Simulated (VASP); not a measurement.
Input for VASP

File KPOINTS:
```
Regular mesh
0
Gamma
  7 7 7
```

### POSCAR
```
TaRu3C
1.0
  4.0096539121   0.0000000000   0.0000000000
  0.0000000000   4.0096539121   0.0000000000
  0.0000000000   0.0000000000   4.0096539121
Ta Ru C
1 3 1
Direct
  0.0000000000   0.0000000000   0.0000000000
  0.0000000000   0.5000000000   0.5000000000
  0.5000000000   0.0000000000   0.5000000000
  0.5000000000   0.5000000000   0.0000000000
  0.5000000000   0.5000000000   0.5000000000
```

INCAR:
```
ALGO  =  Normal
EDIFF  =  1E-6
EDIFFG  =  -0.02
ENCUT  =  520
GGA  =  PS
IBRION  =  2
ISIF  =  3
ISMEAR  =  1
LASPH  =  .TRUE.
LCHARG  =  .FALSE.
LMAXMIX  =  6
LREAL  =  .FALSE.
LWAVE  =  .FALSE.
NELM  =  100
NSW  =  60
PREC  =  Accurate
SIGMA  =  0.1
SYSTEM  =  TaRu3C
```

POTCAR, in this order: Ta_pv Ru_pv C (PBE.64 set). Program: vasp_std.

Write an equivalent input for Quantum ESPRESSO's pw.x.

One equivalent input (not run):
```
&CONTROL
  calculation = 'vc-relax'
  pseudo_dir = './pseudo'
  outdir = './out'
  tprnfor = .true.
  tstress = .true.
  nstep = 60
  forc_conv_thr = 0.00078
/
&SYSTEM
  ibrav = 0
  nat = 5
  ntyp = 3
  ecutwfc = 84
  occupations = 'smearing'
  smearing = 'methfessel-paxton'
  degauss = 0.00735
  input_dft = 'pbesol'
/
&ELECTRONS
  conv_thr = 7.3e-08
  electron_maxstep = 100
/
&IONS
/
&CELL
/
ATOMIC_SPECIES
  Ta 180.948 Ta.upf
  Ru 101.070 Ru.upf
  C 12.011 C.upf
CELL_PARAMETERS angstrom
     4.0096539    0.0000000   -0.0000000
    -0.0000000    4.0096539   -0.0000000
     0.0000000    0.0000000    4.0096539
ATOMIC_POSITIONS crystal
  Ta   0.0000000  0.0000000  0.0000000
  Ru   0.0000000  0.5000000  0.5000000
  Ru   0.5000000  0.0000000  0.5000000
  Ru   0.5000000  0.5000000  0.0000000
  C    0.5000000  0.5000000  0.5000000
K_POINTS automatic
  7 7 7 0 0 0
```
Limits of the translation: the potentials are each code's own (VASP's PAW set, PseudoDojo norm-conserving files in pw.x), so ENCUT and ecutwfc are chosen apart and not converted; conv_thr bounds pw.x's estimated SCF error, while EDIFF bounds the energy change between steps; forc_conv_thr acts on force components and is met together with etot_conv_thr.

The structure comes from a computed database's TaRu3C entry (Pm-3m); how it stands against other phases isn't given here. This run relaxes it. Symmetry was kept, so distortions that lower it aren't found. The start is the result of an earlier pass.
